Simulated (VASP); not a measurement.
Consider the following.

```yaml
crystal:
  lattice:
    - [1.78943, -3.09938, 0.00000]
    - [1.78943, 3.09938, 0.00000]
    - [0.00000, 0.00000, 5.60971]
  atoms:
    - { symbol: Gd, position: [0.33333, 0.66667, 0.25000] }
    - { symbol: Gd, position: [0.66667, 0.33333, 0.75000] }
```

Computed with PBE GGA with D3 dispersion (zero damping), VASP's PBE PAW potentials (set 64) (plane waves; VASP). Run with 520 eV cut-off, Gaussian smearing of 0.050 eV, potentials Gd_3.

The 4f electrons are frozen in the core of the lanthanide potential, so 4f levels, which can set the real gap, and their magnetism are missing.

### Question
What does the run give for the band gap (along the path) with the smallest direct gap where there is one?

### Answer

```json
{
 "band gap (along the path)": "none (metal, semimetal or under 0.01 eV)"
}
```

Total energies compare only between runs with the same potentials, cut-off and functional.

The compound is Gd in the hcp structure. It was relaxed first, which changed the volume by -6 %.
